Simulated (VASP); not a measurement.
# Quasiparticle energies of CuI (Marshite) in VASP, part 2 of 6

Aim: the quasiparticle gap of CuI (Marshite), and what it costs to get it. The cell is of the zinc-blende type, one of the forms listed for this formula. The start is a cell from a database of measured crystal structures.

VASP 6.6.1, plane waves and PAW; the level of theory is named at each step.

So far, gap on the k-mesh (eV): step 3 (empty bands, functional PBE) 1.11.

The database entry behind the starting cell differs from later determinations by our own check (about 0.15 % long (mineral sample)), so it need not match the best structure at ambient conditions.

## 4. evGW0

This step: evGW0 on PBE; plane waves and PAW (Cu_GW, I_GW) (VASP 6.6.1).

The lowest NBANDSGW levels in G are updated for four passes while W stays fixed, so the result depends less on the starting levels.

Input file INCAR:

```
SYSTEM = CuI
PREC = Accurate
ENCUT = 440
ISMEAR = 0
SIGMA = 0.01
LREAL = .FALSE.
GGA = PE
NBANDS = 360
ALGO = EVGW0
NELMGW = 4
ENCUTGW = 200
NOMEGA = 48
PRECFOCK = Fast
NBANDSGW = 24
LWAVE = .FALSE.
LCHARG = .FALSE.
```

Input file POSCAR:

```
CuI
1.0
    0.0000000000      3.0315000000      3.0315000000
    3.0315000000      0.0000000000      3.0315000000
    3.0315000000      3.0315000000      0.0000000000
Cu I
1 1
Direct
    0.2500000000      0.2500000000      0.2500000000
    0.0000000000      0.0000000000      0.0000000000
```

Input file KPOINTS:

```
Automatic mesh
0
Gamma
6 6 6
0 0 0
```

The projector-augmented-wave data sets are Cu_GW and I_GW (PBE family, release 64).

The run is started by

```
> mpirun -np 8 vasp_std
```

Log:

```text
[banner, memory and clock lines left out]
running    8 mpi-ranks, on    1 nodes
 distrk:  each k-point on    8 cores,    1 groups
 distr:  one band on    1 cores,    8 groups

 POSCAR found type information on POSCAR CuI
 POSCAR found :  2 types and       2 ions
 [... a notice as in an earlier step ...]

|                                                                             |
|           W    W    AA    RRRRR   N    N  II  N    N   GGGG   !!!           |
|           W    W   A  A   R    R  NN   N  II  NN   N  G    G  !!!           |
|           W    W  A    A  R    R  N N  N  II  N N  N  G       !!!           |
|           W WW W  AAAAAA  RRRRR   N  N N  II  N  N N  G  GGG   !            |
|           WW  WW  A    A  R   R   N   NN  II  N   NN  G    G                |
|           W    W  A    A  R    R  N    N  II  N    N   GGGG   !!!           |
|                                                                             |
|     The default for ENCUTGWSOFT is different in this version of VASP.       |
|     please manually set ENCUTGWSOFT =200 in the INCAR file.                 |
|                                                                             |

 LDA part: xc-table for (Slater+PW92), standard interpolation
 found WAVECAR, reading the header
 POSCAR, INCAR and KPOINTS ok, starting setup
 FFT: planning ... GRIDC
 FFT: planning ... GRID_SOFT
 FFT: planning ... GRID
 reading WAVECAR
 the WAVECAR file was read successfully
 initial charge from wavefunction
 available memory per node:     34.77 GB, setting MAXMEM to     35608

 The Fermi energy was updated, please check that it is located mid-gap
 values below the HOMO (VB) or above the LUMO (CB) will cause erroneous energies
 E-fermi :   4.5211

 calculate exact exchange contribution
 the WAVEDER file was read successfully
energies w=
    0.000    0.000    0.504    0.000    1.007    0.000    1.505    0.000
    1.997    0.000    2.483    0.000    2.960    0.000    3.428    0.000
    3.888    0.000    4.339    0.000    4.782    0.000    5.218    0.000
    5.647    0.000    6.072    0.000    6.493    0.000    6.912    0.000
    7.330    0.000    7.750    0.000    8.173    0.000    8.601    0.000
    9.037    0.000    9.483    0.000    9.941    0.000   10.415    0.000
   10.908    0.000   11.425    0.000   11.970    0.000   12.547    0.000
   13.165    0.000   13.831    0.000   14.553    0.000   15.346    0.000
   16.222    0.000   17.200    0.000   18.305    0.000   19.568    0.000
   21.032    0.000   22.754    0.000   24.814    0.000   27.329    0.000
   30.475    0.000   34.524    0.000   39.931    0.000   47.511    0.000
   58.880    0.000   77.768    0.000  115.150    0.000  223.484    0.000
 responsefunction array rank=     368
 LDA part: xc-table for (Slater+PW92), standard interpolation

 min. memory requirement per mpi rank    564.1 MB, per node   4513.1 MB

 allocating   6 responsefunctions rank=   368
 shmem allocating  48 responsefunctions rank=   368
 response function shared by NCSHMEM nodes    1
 Doing            6  frequencies on each core in blocks of           48
NQ=   1    0.0000    0.0000    0.0000,
|.........|.........|.........|.........|.........|.........|.........|.........
 performed       1641000 updates of chi_q(r,r)
 total number of BLAS operations       1508.84 Gflops
NQ=   2    0.1667    0.0000    0.0000,
|.........|.........|.........|.........|.........|.........|.........|.........
 performed       4457000 updates of chi_q(r,r)
 total number of BLAS operations       4364.16 Gflops
NQ=   3    0.3333    0.0000    0.0000,
|.........|.........|.........|.........|.........|.........|.........|.........
 performed       7273000 updates of chi_q(r,r)
 total number of BLAS operations       7267.80 Gflops
NQ=   4    0.5000    0.0000    0.0000,
|.........|.........|.........|.........|.........|.........|.........|.........
 performed       9674000 updates of chi_q(r,r)
 total number of BLAS operations       9869.56 Gflops
NQ=   5    0.1667    0.1667    0.0000,
|.........|.........|.........|.........|.........|.........|.........|.........
 performed      12490000 updates of chi_q(r,r)
 total number of BLAS operations      12645.23 Gflops
NQ=   6    0.3333    0.1667    0.0000,
|.........|.........|.........|.........|.........|.........|.........|.........
 performed      16792000 updates of chi_q(r,r)
 total number of BLAS operations      16885.60 Gflops
NQ=   7    0.5000    0.1667    0.0000,
|.........|.........|.........|.........|.........|.........|.........|.........
 performed      21094000 updates of chi_q(r,r)
 total number of BLAS operations      21321.47 Gflops
NQ=   8   -0.3333    0.1667    0.0000,
|.........|.........|.........|.........|.........|.........|.........|.........
 performed      25396000 updates of chi_q(r,r)
 total number of BLAS operations      25708.05 Gflops
NQ=   9   -0.1667    0.1667    0.0000,
|.........|.........|.........|.........|.........|.........|.........|.........
 performed      29145000 updates of chi_q(r,r)
 total number of BLAS operations      29530.83 Gflops
NQ=  10    0.3333    0.3333    0.0000,
|.........|.........|.........|.........|.........|.........|.........|.........
 performed      31961000 updates of chi_q(r,r)
 total number of BLAS operations      32370.13 Gflops
NQ=  11    0.5000    0.3333    0.0000,
|.........|.........|.........|.........|.........|.........|.........|.........
 performed      36263000 updates of chi_q(r,r)
 total number of BLAS operations      36830.74 Gflops
NQ=  12   -0.3333    0.3333    0.0000,
|.........|.........|.........|.........|.........|.........|.........|.........
 performed      40012000 updates of chi_q(r,r)
 total number of BLAS operations      40568.34 Gflops
NQ=  13    0.5000    0.5000    0.0000,
|.........|.........|.........|.........|.........|.........|.........|.........
 performed      42171000 updates of chi_q(r,r)
 total number of BLAS operations      42589.08 Gflops
NQ=  14    0.5000    0.3333    0.1667,
|.........|.........|.........|.........|.........|.........|.........|.........
 performed      46991000 updates of chi_q(r,r)
 total number of BLAS operations      47504.21 Gflops
NQ=  15   -0.3333    0.3333    0.1667,
|.........|.........|.........|.........|.........|.........|.........|.........
 performed      51535000 updates of chi_q(r,r)
 total number of BLAS operations      52374.00 Gflops
NQ=  16   -0.3333    0.5000    0.1667,
|.........|.........|.........|.........|.........|.........|.........|.........
 performed      55301000 updates of chi_q(r,r)
 total number of BLAS operations      56279.22 Gflops
 resolving degeneracies of screened two electron integrals

[...]
total number of BLAS operations      52374.00 Gflops
NQ=  16   -0.3333    0.5000    0.1667,
|.........|.........|.........|.........|.........|.........|.........|.........
 performed      55301000 updates of chi_q(r,r)
 total number of BLAS operations      56279.22 Gflops
 resolving degeneracies of screened two electron integrals

 calculate QP shifts <psi_nk| G(iteration)W_0 |psi_nk>: iteration 2
 allocating   6 responsefunctions rank=   368
 shmem allocating  48 responsefunctions rank=   368
 response function shared by NCSHMEM nodes    1
 Doing            6  frequencies on each core in blocks of           48
NQ=   1    0.0000    0.0000    0.0000,
|.........|.........|.........|.........|.........|.........|.........|.........
 performed       1641000 updates of chi_q(r,r)
 total number of BLAS operations       1508.84 Gflops
NQ=   2    0.1667    0.0000    0.0000,
|.........|.........|.........|.........|.........|.........|.........|.........
 performed       4457000 updates of chi_q(r,r)
 total number of BLAS operations       4364.16 Gflops
NQ=   3    0.3333    0.0000    0.0000,
|.........|.........|.........|.........|.........|.........|.........|.........
 performed       7273000 updates of chi_q(r,r)
 total number of BLAS operations       7267.80 Gflops
NQ=   4    0.5000    0.0000    0.0000,
|.........|.........|.........|.........|.........|.........|.........|.........
 performed       9674000 updates of chi_q(r,r)
 total number of BLAS operations       9869.56 Gflops
NQ=   5    0.1667    0.1667    0.0000,
|.........|.........|.........|.........|.........|.........|.........|.........
 performed      12490000 updates of chi_q(r,r)
 total number of BLAS operations      12645.23 Gflops
NQ=   6    0.3333    0.1667    0.0000,
|.........|.........|.........|.........|.........|.........|.........|.........
 performed      16792000 updates of chi_q(r,r)
 total number of BLAS operations      16885.60 Gflops
NQ=   7    0.5000    0.1667    0.0000,
|.........|.........|.........|.........|.........|.........|.........|.........
 performed      21094000 updates of chi_q(r,r)
 total number of BLAS operations      21321.47 Gflops
NQ=   8   -0.3333    0.1667    0.0000,
|.........|.........|.........|.........|.........|.........|.........|.........
 performed      25396000 updates of chi_q(r,r)
 total number of BLAS operations      25708.05 Gflops
NQ=   9   -0.1667    0.1667    0.0000,
|.........|.........|.........|.........|.........|.........|.........|.........
 performed      29145000 updates of chi_q(r,r)
 total number of BLAS operations      29530.83 Gflops
NQ=  10    0.3333    0.3333    0.0000,
|.........|.........|.........|.........|.........|.........|.........|.........
 performed      31961000 updates of chi_q(r,r)
 total number of BLAS operations      32370.13 Gflops
NQ=  11    0.5000    0.3333    0.0000,
|.........|.........|.........|.........|.........|.........|.........|.........
 performed      36263000 updates of chi_q(r,r)
 total number of BLAS operations      36830.74 Gflops
NQ=  12   -0.3333    0.3333    0.0000,
|.........|.........|.........|.........|.........|.........|.........|.........
 performed      40012000 updates of chi_q(r,r)
 total number of BLAS operations      40568.34 Gflops
NQ=  13    0.5000    0.5000    0.0000,
|.........|.........|.........|.........|.........|.........|.........|.........
 performed      42171000 updates of chi_q(r,r)
 total number of BLAS operations      42589.08 Gflops
NQ=  14    0.5000    0.3333    0.1667,
|.........|.........|.........|.........|.........|.........|.........|.........
 performed      46991000 updates of chi_q(r,r)
 total number of BLAS operations      47504.21 Gflops
NQ=  15   -0.3333    0.3333    0.1667,
|.........|.........|.........|.........|.........|.........|.........|.........
 performed      51535000 updates of chi_q(r,r)
 total number of BLAS operations      52374.00 Gflops
NQ=  16   -0.3333    0.5000    0.1667,
|.........|.........|.........|.........|.........|.........|.........|.........
 performed      55301000 updates of chi_q(r,r)
 total number of BLAS operations      56279.22 Gflops
 resolving degeneracies of screened two electron integrals

 calculate QP shifts <psi_nk| G(iteration)W_0 |psi_nk>: iteration 3
 allocating   6 responsefunctions rank=   368
 shmem allocating  48 responsefunctions rank=   368
 response function shared by NCSHMEM nodes    1
 Doing            6  frequencies on each core in blocks of           48
NQ=   1    0.0000    0.0000    0.0000,
|.........|.........|.........|.........|.........|.........|.........|.........
 performed       1641000 updates of chi_q(r,r)
 total number of BLAS operations       1508.84 Gflops
NQ=   2    0.1667    0.0000    0.0000,
|.........|.........|.........|.........|.........|.........|.........|.........
 performed       4457000 updates of chi_q(r,r)
 total number of BLAS operations       4364.16 Gflops
NQ=   3    0.3333    0.0000    0.0000,
|.........|.........|.........|.........|.........|.........|.........|.........
 performed       7273000 updates of chi_q(r,r)
 total number of BLAS operations       7267.80 Gflops
NQ=   4    0.5000    0.0000    0.0000,
|.........|.........|.........|.........|.........|.........|.........|.........
 performed       9674000 updates of chi_q(r,r)
 total number of BLAS operations       9869.56 Gflops
NQ=   5    0.1667    0.1667    0.0000,
|.........|.........|.........|.........|.........|.........|.........|.........
 performed      12490000 updates of chi_q(r,r)
 total number of BLAS operations      12645.23 Gflops
NQ=   6    0.3333    0.1667    0.0000,
|.........|.........|.........|.........|.........|.........|.........|.........
 performed      16792000 updates of chi_q(r,r)
 total number of BLAS operations      16885.60 Gflops
NQ=   7    0.5000    0.1667    0.0000,
|.........|.........|.........|.........|.........|.........|.........|.........
 performed      21094000 updates of chi_q(r,r)
 total number of BLAS operations      21321.47 Gflops
NQ=   8   -0.3333    0.1667    0.0000,
|.........|.........|.........|.........|.........|.........|.........|.........
 performed      25396000 updates of chi_q(r,r)
 total number of BLAS operations      25708.05 Gflops
NQ=   9   -0.1667    0.1667    0.0000,
|.........|.........|.........|.........|.........|.........|.........|.........
 performed      29145000 updates of chi_q(r,r)
 total number of BLAS operations      29530.83 Gflops
NQ=  10    0.3333    0.3333    0.0000,
|.........|.........|.........|.........|.........|.........|.........|.........
 performed      31961000 updates of chi_q(r,r)
 total number of BLAS operations      32370.13 Gflops
NQ=  11    0.5000    0.3333    0.0000,
|.........|.........|.........|.........|.........|.........|.........|.........
 performed      36263000 updates of chi_q(r,r)
 total number of BLAS operations      36830.74 Gflops
NQ=  12   -0.3333    0.3333    0.0000,
|.........|.........|.........|.........|.........|.........|.........|.........
 performed      40012000 updates of chi_q(r,r)
 total number of BLAS operations      40568.34 Gflops
NQ=  13    0.5000    0.5000    0.0000,
|.........|.........|.........|.........|.........|.........|.........|.........
 performed      42171000 updates of chi_q(r,r)
 total number of BLAS operations      42589.08 Gflops
NQ=  14    0.5000    0.3333    0.1667,
|.........|.........|.........|.........|.........|.........|.........|.........
 performed      46991000 updates of chi_q(r,r)
 total number of BLAS operations      47504.21 Gflops
NQ=  15   -0.3333    0.3333    0.1667,
|.........|.........|.........|.........|.........|.........|.........|.........
 performed      51535000 updates of chi_q(r,r)
 total number of BLAS operations      52374.00 Gflops
NQ=  16   -0.3333    0.5000    0.1667,
|.........|.........|.........|.........|.........|.........|.........|.........
 performed      55301000 updates of chi_q(r,r)
 total number of BLAS operations      56279.22 Gflops
 resolving degeneracies of screened two electron integrals

 calculate QP shifts <psi_nk| G(iteration)W_0 |psi_nk>: iteration 4
 entering main loop
```

Elapsed: 31 min, on 8 MPI ranks of Intel Xeon 6975P-C (Granite Rapids), shared host; peak memory 4.8 GiB; 4.1 h of CPU time.

[end of part 2 of 6]

[Lines on the potential files, build, host, timing and source positions are cut from VASP's logs without a mark.]

[Logs are printed without paths, hosts, clocks, repeated set-up lines and the standing remarks that a program may print on its own settings, such as how far it seeks lower states.]

[Hosts, paths, dates, database ids (printed as entryN), source tags and the programs' standing remarks are cut or masked in the printed files.]

[Pressures printed for these runs are not shown converged in the cutoff: they can be off by several GPa and have the wrong sign.]
